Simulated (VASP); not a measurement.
Molecule: FSiClBr2, in a box.

```
F Si Cl Br
1.0
    12.00000    0.00000    0.00000
     0.00000   12.00000    0.00000
     0.00000    0.00000   12.00000
F Si Cl Br
1 1 1 2
Direct
  0.57788 0.39303 0.60633
  0.51058 0.47769 0.53161
  0.38051 0.53464 0.62172
  0.45213 0.38917 0.38395
  0.62165 0.61433 0.48635
```

Base run:

```yaml
Program: VASP 6.6.1
Functional: PBE
Dispersion: TS
Potentials_or_basis: VASP PAW PBE potentials, release 64 (F, Si, Cl, Br)
Cutoff: 520 eV
k_mesh: 1 × 1 × 1
Occupations: gaussian, width 0.01 eV
Spin: no spin polarisation
```

Its results: gap between the frontier levels 5.50 eV; largest force 0.897 eV/Å.

Q: After a change of settings the same cell gave: gap between the frontier levels 7.16 eV; largest force 0.478 eV/Å. Which change was it?
A. dispersion from TS to none; further incar settings from ALGO = Normal; EDIFF = 1e-06 to ALGO = Normal; EDIFF = 1e-07; NBANDS = 24
B. dispersion from TS to none; further incar settings from ALGO = Normal; EDIFF = 1e-06 to ALGO = Normal; EDIFF = 1e-07
C. functional from PBE to B3LYP; further incar settings from ALGO = Normal; EDIFF = 1e-06 to ALGO = Normal; EDIFF = 1e-06; NBANDS = 24

A: C.

Caveats: the PAW data sets were made with another functional, which shifts forces and pressure a little (some runs).
